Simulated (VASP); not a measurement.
These are vdW-DF-cx, VASP's PBE PAW potentials (set 64) (plane waves; VASP) values and carry that method's errors.

VASP ran on this input.

**POSCAR**
```
CoSi2
1
    0.0000000000     2.6565137485     2.6565137485
    2.6565137485     0.0000000000     2.6565137485
    2.6565137485     2.6565137485    -0.0000000000
Co Si
1 2
Direct
  0.0000000000   0.0000000000   0.0000000000
  0.2500000000   0.2500000000   0.2500000000
  0.7500000000   0.7500000000   0.7500000000
```

**KPOINTS**
```
K-points
0
gamma
 9 9 9
0 0 0
```

**INCAR**
```
AGGAC  =  0.0
ALGO  =  Normal
EDIFF  =  1E-6
EDIFFG  =  -0.02
ENCUT  =  520
GGA  =  CX
IBRION  =  2
ISIF  =  3
ISMEAR  =  1
LASPH  =  .TRUE.
LCHARG  =  .FALSE.
LMAXMIX  =  4
LREAL  =  .FALSE.
LUSE_VDW  =  .TRUE.
LWAVE  =  .FALSE.
NELM  =  100
NSW  =  60
PREC  =  Accurate
SIGMA  =  0.1
SYSTEM  =  CoSi2
```

POTCAR, in this order: Co Si (PBE.64 set). Program: vasp_std.

What VASP printed:

### OSZICAR
```
       N       E                     dE             d eps       ncg     rms          rms(c)
DAV:   1     0.761837061147E+02    0.76184E+02   -0.70778E+03   840   0.137E+03
DAV:   2    -0.121105587854E+02   -0.88294E+02   -0.82747E+02   852   0.258E+02
DAV:   3    -0.164024504476E+02   -0.42919E+01   -0.41359E+01  1084   0.657E+01
DAV:   4    -0.165031466527E+02   -0.10070E+00   -0.10050E+00  1016   0.971E+00
DAV:   5    -0.165062738004E+02   -0.31271E-02   -0.31250E-02  1120   0.173E+00    0.148E+01
DAV:   6    -0.196271960746E+02   -0.31209E+01   -0.37715E+01  1036   0.133E+02    0.166E+01
DAV:   7    -0.151363250030E+02    0.44909E+01   -0.16121E+01  1108   0.104E+02    0.383E+00
DAV:   8    -0.151443252191E+02   -0.80002E-02   -0.92530E-01   968   0.793E+00    0.186E+00
DAV:   9    -0.151112681851E+02    0.33057E-01   -0.10610E-01  1060   0.701E+00    0.397E-01
DAV:  10    -0.151112255754E+02    0.42610E-04   -0.56610E-03  1044   0.884E-01    0.666E-02
DAV:  11    -0.151111988130E+02    0.26762E-04   -0.30234E-04  1256   0.302E-01    0.411E-02
DAV:  12    -0.151112088736E+02   -0.10061E-04   -0.28554E-05   904   0.552E-02    0.211E-02
DAV:  13    -0.151112089448E+02   -0.71144E-07   -0.16802E-06   820   0.136E-02
   1 F= -.15111209E+02 E0= -.15110993E+02  d E =-.151112E+02
       N       E                     dE             d eps       ncg     rms          rms(c)
DAV:   1    -0.152052346438E+02   -0.94026E-01   -0.11010E+00   932   0.215E+01    0.285E+00
DAV:   2    -0.154871345468E+02   -0.28190E+00   -0.29674E+00  1164   0.381E+01    0.513E+00
DAV:   3    -0.151128701989E+02    0.37426E+00   -0.14724E+00  1124   0.261E+01    0.588E-01
DAV:   4    -0.151110272530E+02    0.18429E-02   -0.23020E-02   872   0.160E+00    0.220E-01
DAV:   5    -0.151105198421E+02    0.50741E-03   -0.14874E-03  1232   0.712E-01    0.510E-02
DAV:   6    -0.151105050203E+02    0.14822E-04   -0.81214E-05   924   0.969E-02    0.182E-02
DAV:   7    -0.151105047681E+02    0.25221E-06   -0.10979E-05  1216   0.602E-02    0.950E-03
DAV:   8    -0.151105048398E+02   -0.71687E-07   -0.91676E-07   488   0.191E-02
   2 F= -.15110505E+02 E0= -.15110338E+02  d E =0.704105E-03
       N       E                     dE             d eps       ncg     rms          rms(c)
DAV:   1    -0.151404897897E+02   -0.29985E-01   -0.31024E-01   948   0.113E+01    0.155E+00
DAV:   2    -0.152202200428E+02   -0.79730E-01   -0.83762E-01  1076   0.201E+01    0.265E+00
DAV:   3    -0.151138917117E+02    0.10633E+00   -0.42520E-01  1092   0.149E+01    0.260E-01
DAV:   4    -0.151136383045E+02    0.25341E-03   -0.85040E-03   868   0.710E-01    0.124E-01
DAV:   5    -0.151134742597E+02    0.16404E-03   -0.51805E-04  1152   0.472E-01    0.368E-02
DAV:   6    -0.151134719747E+02    0.22850E-05   -0.48289E-05  1296   0.755E-02    0.884E-03
DAV:   7    -0.151134715781E+02    0.39657E-06   -0.11729E-06   568   0.153E-02
   3 F= -.15113472E+02 E0= -.15113278E+02  d E =-.226263E-02
```

OUTCAR:
```
------------------------ aborting loop because EDIFF is reached ----------------------------------------
  FORCE on cell =-STRESS in cart. coord.  units (eV):
  Direction    XX          YY          ZZ          XY          YZ          ZX
  --------------------------------------------------------------------------------------
  Total        0.0170451      0.0170451      0.0170451     -0.0000000     -0.0000000     -0.0000000
  in kB        0.7209879      0.7209879      0.7209879     -0.0000000     -0.0000000     -0.0000000
  external PRESSURE =       0.7209879 kB  Pullay stress =       0.0000000 kB
  volume of cell :       37.88
      direct lattice vectors                 reciprocal lattice vectors
    -0.000000000  2.665534201  2.665534201    -0.187579660  0.187579660  0.187579660
     2.665534201  0.000000000  2.665534201     0.187579660 -0.187579660  0.187579660
     2.665534201  2.665534201 -0.000000000     0.187579660  0.187579660 -0.187579660
 POSITION                                       TOTAL-FORCE (eV/Angst)
 -----------------------------------------------------------------------------------
      0.00000      0.00000      0.00000        -0.000000      0.000000      0.000000
      1.33277      1.33277      1.33277        -0.000000     -0.000000      0.000000
      3.99830      3.99830      3.99830         0.000000     -0.000000     -0.000000
 -----------------------------------------------------------------------------------
    total drift:                               -0.000000     -0.000000      0.000000
  FREE ENERGIE OF THE ION-ELECTRON SYSTEM (eV)
  ---------------------------------------------------
  free  energy   TOTEN  =       -15.1134715781 eV

  energy  without entropy=      -15.1128922544  energy(sigma->0) =      -15.11327847

 reached required accuracy - stopping structural energy minimisation
```
(Selected blocks of OUTCAR.)

### CONTCAR
```
CoSi2
   1.00000000000000
    -0.0000000000000000    2.6655342007351304    2.6655342007351304
     2.6655342007351304    0.0000000000000000    2.6655342007351304
     2.6655342007351304    2.6655342007351304   -0.0000000000000000
  Co              Si
     1     2
Direct
     0.0000000000000000    0.0000000000000000    0.0000000000000000
     0.2500000000000000    0.2500000000000000    0.2500000000000000
     0.7500000000000000    0.7500000000000000    0.7500000000000000
```

The compound is CoSi2 in the fluorite structure. This run relaxes it. Symmetry was kept, so distortions that lower it aren't found. The start is the result of an earlier pass. The run is not spin-polarised, so no magnetic state was tried. The electron count is odd and the run is not spin-polarised, which forces a metal.
